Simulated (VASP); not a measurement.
Calculation: PBEsol GGA, VASP's PBE PAW potentials (set 64) (plane waves; VASP 6.6.1).

VASP ran on this input.

KPOINTS:
```
k-points along high-symmetry lines
12
Line-mode
Reciprocal
  0.000000   0.000000   0.000000 ! GAMMA
 -0.500000  -0.500000  -0.500000 ! T

 -0.500000  -0.500000  -0.500000 ! T
 -0.500000  -0.233270  -0.766730 ! H_2

 -0.233270   0.233270  -0.500000 ! H_0
 -0.000000  -0.000000  -0.500000 ! L

 -0.000000  -0.000000  -0.500000 ! L
  0.000000   0.000000   0.000000 ! GAMMA

  0.000000   0.000000   0.000000 ! GAMMA
 -0.000000   0.366635  -0.366635 ! S_0

 -0.366635  -0.000000  -0.633365 ! S_2
 -0.500000  -0.000000  -0.500000 ! F

 -0.500000  -0.000000  -0.500000 ! F
  0.000000   0.000000   0.000000 ! GAMMA
```

INCAR:
```
SYSTEM = Cr2O3
PREC = Accurate
ENCUT = 520
EDIFF = 1E-7
NELM = 100
ALGO = Normal
LREAL = .FALSE.
LASPH = .TRUE.
ISMEAR = 0
SIGMA = 0.05
GGA = PS
LMAXMIX = 4
ISPIN = 2
MAGMOM = -2.5 -2.5 2.5 2.5 0.0 0.0 0.0 0.0 0.0 0.0
LORBIT = 11
LWAVE = .FALSE.
LCHARG = .FALSE.
ICHARG = 11
```

POSCAR:
```
Cr2O3
4.7781560
  1.0000000374  -0.5078855575   0.0085503416
  1.0000000374   0.5078855575   0.0085503416
  0.7348805010   0.0000000000   0.8473321445
Cr O
4 6
direct
  0.8440756830   0.8440756830   0.8440756830
  0.3440756830   0.3440756830   0.3440756830
  0.1559243170   0.1559243170   0.1559243170
  0.6559243170   0.6559243170   0.6559243170
  0.4354120651   0.0645879349   0.7500000000
  0.0645879349   0.7500000000   0.4354120651
  0.5645879349   0.9354120651   0.2500000000
  0.2500000000   0.5645879349   0.9354120651
  0.9354120651   0.2500000000   0.5645879349
  0.7500000000   0.4354120651   0.0645879349
```

POTCAR, in this order: Cr_pv O (PBE.64 set). Program: vasp_std. Read from the step before: CHGCAR.

Output

OUTCAR:
```
 ion  position               nearest neighbor table
   1  0.844  0.844  0.844-   9 1.94   8 1.94   7 1.94  10 2.00   5 2.00   6 2.00   4 2.58   3 2.82
                             3 2.82   3 2.82
   2  0.344  0.344  0.344-  10 1.94   6 1.94   5 1.94   9 2.00   7 2.00   8 2.00   3 2.58   4 2.82
                             4 2.82   4 2.82
   3  0.156  0.156  0.156-   6 1.94  10 1.94   5 1.94   8 2.00   7 2.00   9 2.00   2 2.58   1 2.82
                             1 2.82   1 2.82
   4  0.656  0.656  0.656-   8 1.94   9 1.94   7 1.94   6 2.00   5 2.00  10 2.00   1 2.58   2 2.82
                             2 2.82   2 2.82
   5  0.435  0.065  0.750-   2 1.94   3 1.94   1 2.00   4 2.00
   6  0.065  0.750  0.435-   3 1.94   2 1.94   4 2.00   1 2.00
   7  0.565  0.935  0.250-   1 1.94   4 1.94   3 2.00   2 2.00
   8  0.250  0.565  0.935-   4 1.94   1 1.94   3 2.00   2 2.00
   9  0.935  0.250  0.565-   1 1.94   4 1.94   2 2.00   3 2.00
  10  0.750  0.435  0.065-   2 1.94   3 1.94   1 2.00   4 2.00
  LATTYP: Found a trigonal (rhomboedric) cell.
 ALAT       =     5.3592529638
 COS(alpha) =     0.5899150247
 Subroutine PRICEL returns:
 Original cell was already a primitive cell.
 Subroutine GETGRP returns: Found 12 space group operations
The static configuration has the point symmetry S_6 .
 The point group associated with its full space group is D_3d.
The dynamic configuration has the point symmetry S_6 .
The overall configuration has the point symmetry S_6 .
 Subroutine INISYM returns: Found 12 space group operations
   k-points           NKPTS =     84   k-points in BZ     NKDIM =     84   number of bands    NBANDS=     50
   number of dos      NEDOS =    301   number of ions     NIONS =     10
   total plane-waves  NPLWV =  64000
   dimension x,y,z NGX =    40 NGY =   40 NGZ =   40
   dimension x,y,z NGXF=    80 NGYF=   80 NGZF=   80
   ions per type =               4   6
   PREC   = accura    normal or accurate (medium, high low for compatibility)
   ISTART =      0    job   : 0-new  1-cont  2-samecut
   ICHARG =     11    charge: 1-file 2-atom 10-const
   ISPIN  =      2    spin polarized calculation?
   LNONCOLLINEAR =      F non collinear calculations
   LSORBIT =      F    spin-orbit coupling
   INIWAV =      1    electr: 0-lowe 1-rand  2-diag
   ENCUT  =  520.0 eV  38.22 Ry    6.18 a.u.   9.96  9.96  9.96*2*pi/ulx,y,z
...
```

**OSZICAR**
```
       N       E                     dE             d eps       ncg     rms          rms(c)
DAV:   1     0.110941546662E+04    0.11094E+04   -0.48385E+04 17384   0.199E+03
DAV:   2     0.480560209219E+02   -0.10614E+04   -0.10237E+04 17276   0.583E+02
DAV:   3    -0.850902599539E+02   -0.13315E+03   -0.12848E+03 23280   0.187E+02
DAV:   4    -0.919151861525E+02   -0.68249E+01   -0.64058E+01 19608   0.394E+01
DAV:   5    -0.921420762721E+02   -0.22689E+00   -0.22652E+00 22880   0.682E+00
DAV:   6    -0.921488797547E+02   -0.68035E-02   -0.68016E-02 23360   0.105E+00
DAV:   7    -0.921490781753E+02   -0.19842E-03   -0.19841E-03 24900   0.176E-01
DAV:   8    -0.921490879099E+02   -0.97346E-05   -0.97344E-05 23508   0.279E-02
DAV:   9    -0.921490884185E+02   -0.50863E-06   -0.50863E-06 20192   0.546E-03
DAV:  10    -0.921490884539E+02   -0.35370E-07   -0.35359E-07 14744   0.134E-03
   1 F= -.92149088E+02 E0= -.92149088E+02  d E =-.887648E-18  mag=    -0.0000
```

OUTCAR:
```



 magnetization (x)

# of ion       s       p       d       tot
------------------------------------------
    1       -0.012  -0.026  -2.505  -2.543
    2       -0.012  -0.026  -2.505  -2.543
    3        0.012   0.026   2.505   2.543
    4        0.012   0.026   2.505   2.543
    5        0.000   0.000   0.000   0.000
    6        0.000   0.000   0.000   0.000
    7        0.000   0.000   0.000   0.000
    8        0.000   0.000   0.000   0.000
    9        0.000   0.000   0.000   0.000
   10        0.000   0.000   0.000   0.000
--------------------------------------------------
tot          0.000   0.000   0.000   0.000
```
(Selected blocks of OUTCAR.)

### OUTCAR
```
 val. band max:        7.2349646164   @ k =   0.0000   0.2000  -0.2000

 cond. band min:       8.6297758046   @ k =  -0.2727  -0.2727  -0.2727



 spin component 1

 k-point     1 :       0.0000    0.0000    0.0000
  band No.  band energies     occupation
      1     -36.9686      1.00000
      2     -36.9686      1.00000
      3     -36.9493      1.00000
      4     -36.9493      1.00000
      5     -36.9302      1.00000
      6     -36.9010      1.00000
      7     -34.3871      1.00000
      8     -34.3603      1.00000
      9     -34.3487      1.00000
     10     -34.3487      1.00000
     11     -34.3260      1.00000
     12     -34.3260      1.00000
     13     -13.0642      1.00000
     14     -11.4528      1.00000
     15     -11.4528      1.00000
     16     -11.2792      1.00000
     17     -11.1520      1.00000
     18     -11.1520      1.00000
     19      -0.4596      1.00000
     20       0.4417      1.00000
     21       0.4418      1.00000
     22       0.7740      1.00000
     23       0.8143      1.00000
     24       0.8143      1.00000
     25       1.5691      1.00000
     26       1.5691      1.00000
     27       1.9065      1.00000
     28       1.9065      1.00000
     29       1.9227      1.00000
     30       2.4795      1.00000
     31       3.2759      1.00000
     32       3.8234      1.00000
     33       3.8234      1.00000
     34       4.5775      1.00000
     35       4.7134      1.00000
     36       4.7134      1.00000
     37       6.1020      1.00000
     38       6.1621      1.00000
     39       6.1622      1.00000
     40       6.8959      1.00000
     41       6.8960      1.00000
     42       7.1921      1.00000
     43       8.7988      0.00000
     44       8.7989      0.00000
     45       9.0959      0.00000
     46       9.0959      0.00000
     47       9.4410      0.00000
     48       9.5079      0.00000
     49       9.5079      0.00000
     50      10.1008      0.00000
...
```

The density is held fixed in this step, so its total energy and stress have no physical meaning.

The compound is Cr2O3 in the corundum structure. It was relaxed first.
